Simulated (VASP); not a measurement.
# KNi2S2: hyperfine terms and field gradients, part 2 of 4

Aim: the hyperfine contact terms and the field gradients at the nuclei of KNi2S2, by functional. The start is a cell from a database of measured crystal structures.

VASP 6.6.1, plane waves and PAW; the level of theory is named at each step.

So far: The starting structure; Local probes at LDA.

**2. Local probes at LDA (continued)**

Level of this step: LDA, DFT+U (Ni d 3 eV), spin-polarised from a ferromagnetic start; plane waves and PAW (Ni, K_sv, S) (VASP).

OUTCAR, selected parts (step 2):

```text
ion  position               nearest neighbor table
   1  0.250  0.750  0.500-   5 2.36   4 2.36   5 2.36   4 2.36   2 2.68   2 2.68   2 2.68   2 2.68

  LATTYP: Found a body centered tetragonal cell.
 ALAT       =     3.7910000000
 C/A-ratio  =     3.3840675284

 Subroutine GETGRP returns: Found 16 space group operations
 (whereof 16 operations were pure point group operations)

The static configuration has the point symmetry D_4h.

 Found    102 irreducible k-points:

   k-points           NKPTS =    102   k-points in BZ     NKDIM =    102   number of bands    NBANDS=     31

   dimension x,y,z NGX =    48 NGY =   48 NGZ =   48
   dimension x,y,z NGXF=    96 NGYF=   96 NGZF=   96

   ENCUT  =  400.0 eV  29.40 Ry    5.42 a.u.  11.34 11.34 11.34*2*pi/ulx,y,z

   NELECT =      41.0000    total number of electrons

 k-points in reciprocal lattice and weights: Automatic mesh
   0.00000000  0.00000000  0.00000000       0.001
   0.10000000 -0.00000000  0.00000000       0.008
   0.20000000 -0.00000000  0.00000000       0.008
   0.30000000 -0.00000000  0.00000000       0.008
   0.40000000  0.00000000  0.00000000       0.008
   0.50000000  0.00000000  0.00000000       0.004
   0.10000000  0.10000000  0.00000000       0.008
   0.20000000  0.10000000  0.00000000       0.016
   0.30000000  0.10000000  0.00000000       0.016
[...]
-0.40000000 -0.40000000  0.40000000       0.002
   0.50000000  0.50000000  0.50000000       0.001

atom =   1  type =  1  l = 2

 onsite density matrix

spin component  1

  0.9530  0.0000  0.0000  0.0000  0.0000
  0.0000  0.9348 -0.0000  0.0000  0.0000
  0.0000 -0.0000  0.9478 -0.0000 -0.0000
  0.0000  0.0000 -0.0000  0.9348  0.0000
  0.0000  0.0000 -0.0000  0.0000  0.9534

spin component  2

  0.5074 -0.0000  0.0000 -0.0000 -0.0000
 -0.0000  0.7842 -0.0000 -0.0000  0.0000
  0.0000 -0.0000  0.8087  0.0000  0.0000
 -0.0000 -0.0000  0.0000  0.7842  0.0000
 -0.0000  0.0000  0.0000  0.0000  0.8785

 occupancies and eigenvectors

  o =  0.5074  v =  0.0000  0.0000  0.0000  0.0000  0.0000  1.0000  0.0000  0.0000  0.0000  0.0000      0.0000  0.0000  0.0000  0.0000  0.0000  0.0000  0.0000  0.0000  0.0000  0.0000
  o =  0.7842  v =  0.0000  0.0000  0.0000  0.0000  0.0000  0.0000  0.2160  0.0000  0.9764 -0.0000      0.0000  0.0000  0.0000  0.0000  0.0000  0.0000  0.0000  0.0000  0.0000  0.0000
  o =  0.7842  v =  0.0000  0.0000  0.0000  0.0000  0.0000  0.0000 -0.9764  0.0000  0.2160  0.0000      0.0000  0.0000  0.0000  0.0000  0.0000  0.0000  0.0000  0.0000  0.0000  0.0000
  o =  0.8087  v =  0.0000  0.0000  0.0000  0.0000  0.0000  0.0000  0.0000  1.0000 -0.0000  0.0000      0.0000  0.0000  0.0000  0.0000  0.0000  0.0000  0.0000  0.0000  0.0000  0.0000
  o =  0.8785  v =  0.0000  0.0000  0.0000  0.0000  0.0000  0.0000  0.0000 -0.0000  0.0000  1.0000      0.0000  0.0000  0.0000  0.0000  0.0000  0.0000  0.0000  0.0000  0.0000  0.0000
  o =  0.9348  v =  0.0000  0.2051 -0.0000  0.9787  0.0000  0.0000  0.0000  0.0000  0.0000  0.0000      0.0000  0.0000  0.0000  0.0000  0.0000  0.0000  0.0000  0.0000  0.0000  0.0000
  o =  0.9348  v =  0.0000  0.9787 -0.0000 -0.2051 -0.0000  0.0000  0.0000  0.0000  0.0000  0.0000      0.0000  0.0000  0.0000  0.0000  0.0000  0.0000  0.0000  0.0000  0.0000  0.0000
  o =  0.9478  v =  0.0000 -0.0000 -1.0000 -0.0000 -0.0000  0.0000  0.0000  0.0000  0.0000  0.0000      0.0000  0.0000  0.0000  0.0000  0.0000  0.0000  0.0000  0.0000  0.0000  0.0000
  o =  0.9530  v =  1.0000  0.0000  0.0000  0.0000  0.0000  0.0000  0.0000  0.0000  0.0000  0.0000      0.0000  0.0000  0.0000  0.0000  0.0000  0.0000  0.0000  0.0000  0.0000  0.0000
  o =  0.9534  v =  0.0000  0.0000 -0.0000 -0.0000  1.0000  0.0000  0.0000  0.0000  0.0000  0.0000      0.0000  0.0000  0.0000  0.0000  0.0000  0.0000  0.0000  0.0000  0.0000  0.0000

atom =   2  type =  1  l = 2

 onsite density matrix

spin component  1

  0.9530 -0.0000  0.0000  0.0000  0.0000
 -0.0000  0.9348 -0.0000  0.0000  0.0000
  0.0000 -0.0000  0.9478 -0.0000 -0.0000
  0.0000  0.0000 -0.0000  0.9348  0.0000
  0.0000  0.0000 -0.0000  0.0000  0.9534

spin component  2

  0.5074  0.0000  0.0000 -0.0000 -0.0000
  0.0000  0.7842  0.0000 -0.0000 -0.0000
  0.0000  0.0000  0.8087  0.0000  0.0000
 -0.0000 -0.0000  0.0000  0.7842  0.0000
 -0.0000 -0.0000  0.0000  0.0000  0.8785

 occupancies and eigenvectors

  o =  0.5074  v =  0.0000  0.0000  0.0000  0.0000  0.0000  1.0000  0.0000  0.0000  0.0000  0.0000      0.0000  0.0000  0.0000  0.0000  0.0000  0.0000  0.0000  0.0000  0.0000  0.0000
  o =  0.7842  v =  0.0000  0.0000  0.0000  0.0000  0.0000  0.0000 -0.9824 -0.0000 -0.1866  0.0000      0.0000  0.0000  0.0000  0.0000  0.0000  0.0000  0.0000  0.0000  0.0000  0.0000
  o =  0.7842  v =  0.0000  0.0000  0.0000  0.0000  0.0000  0.0000 -0.1866 -0.0000  0.9824 -0.0000      0.0000  0.0000  0.0000  0.0000  0.0000  0.0000  0.0000  0.0000  0.0000  0.0000
  o =  0.8087  v =  0.0000  0.0000  0.0000  0.0000  0.0000  0.0000  0.0000 -1.0000 -0.0000 -0.0000      0.0000  0.0000  0.0000  0.0000  0.0000  0.0000  0.0000  0.0000  0.0000  0.0000
  o =  0.8785  v =  0.0000  0.0000  0.0000  0.0000  0.0000  0.0000 -0.0000  0.0000 -0.0000 -1.0000      0.0000  0.0000  0.0000  0.0000  0.0000  0.0000  0.0000  0.0000  0.0000  0.0000
  o =  0.9348  v =  0.0000  0.0326 -0.0000  0.9995  0.0000  0.0000  0.0000  0.0000  0.0000  0.0000      0.0000  0.0000  0.0000  0.0000  0.0000  0.0000  0.0000  0.0000  0.0000  0.0000
  o =  0.9348  v =  0.0000  0.9995 -0.0000 -0.0326  0.0000  0.0000  0.0000  0.0000  0.0000  0.0000      0.0000  0.0000  0.0000  0.0000  0.0000  0.0000  0.0000  0.0000  0.0000  0.0000
  o =  0.9478  v =  0.0000  0.0000  1.0000  0.0000  0.0000  0.0000  0.0000  0.0000  0.0000  0.0000      0.0000  0.0000  0.0000  0.0000  0.0000  0.0000  0.0000  0.0000  0.0000  0.0000
  o =  0.9530  v =  1.0000  0.0000  0.0000  0.0000  0.0000  0.0000  0.0000  0.0000  0.0000  0.0000      0.0000  0.0000  0.0000  0.0000  0.0000  0.0000  0.0000  0.0000  0.0000  0.0000
  o =  0.9534  v =  0.0000  0.0000  0.0000  0.0000 -1.0000  0.0000  0.0000  0.0000  0.0000  0.0000      0.0000  0.0000  0.0000  0.0000  0.0000  0.0000  0.0000  0.0000  0.0000  0.0000

 the core state eigenenergies are
   1-  1s  -8199.2412  2s   -969.1304  2p   -832.0098  3s    -98.1125  3p    -58.5180

   2-  1s  -8199.2412  2s   -969.1304  2p   -832.0098  3s    -98.1125  3p    -58.5180

   3-  1s  -3512.3312  2s   -343.6018  2p   -270.3129
   4-  1s  -2395.4279  2s   -201.4218  2p   -146.2006
   5-  1s  -2395.4279  2s   -201.4218  2p   -146.2006

 E-fermi :   4.2366

 spin component 1
 k-point     1 :       0.0000    0.0000    0.0000
  band No.  band energies     occupation
    ...
     15       1.8294      1.00000
     16       2.0954      1.00000
     17       2.1931      1.00000
     18       2.6981      1.00000
     19       2.6981      1.00000
     20       4.2432      0.46672
     21       4.4199      0.02491
     22       4.4199      0.02491
     23       6.2398      0.00000
     24       7.9024      0.00000
    ...

 k-point     2 :       0.1000   -0.0000    0.0000
  band No.  band energies     occupation
    ...
     17       2.0901      1.00000
     18       2.5059      1.00000
     19       2.8245      1.00000
     20       4.0861      0.95302
     21       4.2245      0.55994
     22       4.3916      0.04307
     23       6.6044      0.00000
     24       8.1643      0.00000
     25       8.4795      0.00000
     26       9.4026      0.00000
    ...

 k-point     3 :       0.2000   -0.0000    0.0000
  band No.  band energies     occupation
    ...
     17       1.9465      1.00000
     18       2.1679      1.00000
     19       3.0850      1.00000
     20       3.6236      1.00000
     21       4.1048      0.93309
     22       4.3151      0.17215
     23       7.2345      0.00000
     24       8.5531      0.00000
     25       8.8541      0.00000
     26       9.6190      0.00000
    ...

 k-point     4 :       0.3000   -0.0000    0.0000
  band No.  band energies     occupation
    ...
     18       1.9317      1.00000
     19       3.3695      1.00000
     20       3.3795      1.00000
     21       3.9349      0.99761
     22       4.2089      0.63502
     23       7.7792      0.00000
     24       8.5625      0.00000
     25       8.7663      0.00000
     26      10.1162      0.00000
     27      10.8465      0.00000
    ...

 k-point     5 :       0.4000    0.0000    0.0000
  band No.  band energies     occupation
    ...
     18       1.7692      1.00000
     19       3.3532      1.00000
     20       3.6473      0.99999
     21       3.7461      0.99995
     22       4.0892      0.95014
     23       7.8144      0.00000
     24       8.3947      0.00000
     25       8.9051      0.00000
     26      10.4656      0.00000
     27      10.4852      0.00000
    ...

 k-point     6 :       0.5000    0.0000    0.0000
  band No.  band energies     occupation
    ...
     18       1.6987      1.00000
     19       3.4247      1.00000
     20       3.6201      1.00000
     21       3.7928      0.99986
     22       4.0015      0.99100
     23       7.6379      0.00000
     24       8.4896      0.00000
     25       9.0127      0.00000
     26      10.2640      0.00000
     27      10.3138      0.00000
    ...

  Total       -6.4697524     -6.4697524     -5.9286355      0.0000000      0.0000000      0.0000000
  in kB     -112.4418202   -112.4418202   -103.0374156      0.0000000      0.0000000      0.0000000
  external PRESSURE =    -109.3070187 kB  Pullay stress =       0.0000000 kB

  energy-cutoff  :      400.00
  volume of cell :       92.19
      direct lattice vectors                 reciprocal lattice vectors
    -1.895500000  1.895500000  6.414500000     0.000000000  0.263782643  0.077948398
     1.895500000 -1.895500000  6.414500000     0.263782643  0.000000000  0.077948398
     1.895500000  1.895500000 -6.414500000     0.263782643  0.263782643  0.000000000

 POSITION                                       TOTAL-FORCE (eV/Angst)
 -----------------------------------------------------------------------------------
      1.89550      0.00000      3.20725         0.000000      0.000000      0.000000
      0.00000      1.89550      3.20725         0.000000      0.000000      0.000000
      0.00000      0.00000      0.00000         0.000000      0.000000      0.000000
      0.00000      0.00000      8.21056        -0.000000     -0.000000      1.855505
      0.00000      0.00000      4.61844         0.000000      0.000000     -1.855505
 -----------------------------------------------------------------------------------
    total drift:                                0.000000     -0.000000      0.000000

  FREE ENERGIE OF THE ION-ELECTRON SYSTEM (eV)
  ---------------------------------------------------
  free  energy   TOTEN  =       -23.1142276675 eV

  energy  without entropy=      -23.0909290368  energy(sigma->0) =      -23.10257835

 Electric field gradients after diagonalization (V/A^2)
 (convention: |V_zz| > |V_xx| > |V_yy|)
----------------------------------------------------------------------
 ion       V_xx      V_yy      V_zz     asymmetry (V_yy - V_xx)/ V_zz
----------------------------------------------------------------------
   1      27.639    27.627   -55.265       0.000
   2      27.639    27.627   -55.265       0.000
   3       3.688     3.687    -7.375       0.000
   4      13.577    13.576   -27.153       0.000
   5      13.577    13.576   -27.153       0.000
----------------------------------------------------------------------

 Fermi contact (isotropic) hyperfine coupling parameter (MHz)
 -------------------------------------------------------------
  ion      A_pw      A_1PS     A_1AE     A_1c      A_tot
 -------------------------------------------------------------
   1      11.526    11.521     2.575    -9.784     2.580
   2      11.526    11.521     2.575    -9.784     2.580
   3       0.080     0.079     1.433    -0.019     1.434
   4      -0.294    -0.273     3.892    -0.620     3.871
   5      -0.294    -0.273     3.892    -0.620     3.871
 -------------------------------------------------------------

 Total hyperfine coupling parameters after diagonalization (MHz)
 (convention: |A_zz| > |A_xx| > |A_yy|)
 ----------------------------------------------------------------------
  ion      A_xx      A_yy      A_zz     asymmetry (A_yy - A_xx)/ A_zz
 ----------------------------------------------------------------------
   1       4.866    -1.993     4.866      -1.410
   2       4.866    -1.993     4.866      -1.410
   3       1.432     1.432     1.437      -0.000
   4       4.236     3.141     4.236      -0.259
   5       4.236     3.141     4.236      -0.259
 ---------------------------------------------------------------------

 total charge
# of ion       s       p       d       tot
------------------------------------------
    1        0.378   0.427   8.458   9.263
    2        0.378   0.427   8.458   9.263
    3        1.956   5.513   0.040   7.509
    4        1.320   2.294   0.000   3.614
    5        1.320   2.294   0.000   3.614
--------------------------------------------------
tot          5.352  10.957  16.957  33.265

 magnetization (x)
# of ion       s       p       d       tot
------------------------------------------
    1        0.000   0.006   0.962   0.968
    2        0.000   0.006   0.962   0.968
    3        0.001   0.003   0.003   0.007
    4        0.007   0.193   0.000   0.201
    5        0.007   0.193   0.000   0.201
--------------------------------------------------
tot          0.016   0.401   1.927   2.344

[... 6 further parts left out ...]
```

The magnetic state follows from one typed start and may not be the lowest. These are scalar-relativistic Kohn-Sham levels of the ground state, with no core hole, so they are not binding energies. The atoms bear forces, and field gradients depend strongly on their positions. The PAW data sets were made with PBE, though LDA sets exist; this is a small mismatch.

Numbers from this step:

| Quantity | Value |
| --- | --- |
| free energy (TOTEN) | -23.11 eV |
| energy at zero smearing | -23.10 eV |
| Fermi energy | 4.237 eV |
| pressure | -10.93 GPa |
| moment of the cell, from the last line of the log | 2.526 μB |

Spin moment in the PAW sphere by atom:

```csv
atom,spin moment in the PAW sphere (μB)
Ni1,0.968
Ni2,0.968
K3,0.007
S4,0.201
S5,0.201
```

For a gyromagnetic ratio of 1 MHz/T at every nucleus. The program has divided the terms by the spin of the whole cell, so they fall as a cell holds more magnetic ions. A_tot leaves out the core's term, which the program lists beside it. Hyperfine Fermi contact, by row:

```csv
atom,A_tot (MHz),core term A_1c (MHz),"contact term, their sum (MHz)"
Ni1,2.58,-9.784,-7.204
Ni2,2.58,-9.784,-7.204
K3,1.434,-0.019,1.415
S4,3.871,-0.62,3.251
S5,3.871,-0.62,3.251
```

The two shallowest core shells; atoms whose shallowest level rounds to another's at 0.01 eV are left out. Core levels, by row:

```csv
atom,shell,level below the Fermi level (eV)
Ni1,3s,102.3
Ni1,3p,62.75
K3,2s,347.8
K3,2p,274.6
S4,2s,205.7
S4,2p,150.4
```

Ordered as |Vzz| ≥ |Vxx| ≥ |Vyy|, the program's way. Electric field gradients, by row:

```csv
atom,Vxx (V/Å²),Vyy (V/Å²),Vzz (V/Å²),asymmetry
Ni1,27.64,27.63,-55.27,0
Ni2,27.64,27.63,-55.27,0
K3,3.688,3.687,-7.375,0
S4,13.58,13.58,-27.15,0
S5,13.58,13.58,-27.15,0
```

The largest gradient is -55.27 V/Å², at Ni1.

(Continued in part 3 of 4.)

[Lines on the potential files, build, host, timing and source positions are cut from VASP's logs without a mark.]

[Logs are printed without paths, hosts, clocks, repeated set-up lines and the standing remarks that a program may print on its own settings, such as how far it seeks lower states.]

[Hosts, paths, dates, database ids (printed as entryN), source tags and the programs' standing remarks are cut or masked in the printed files.]
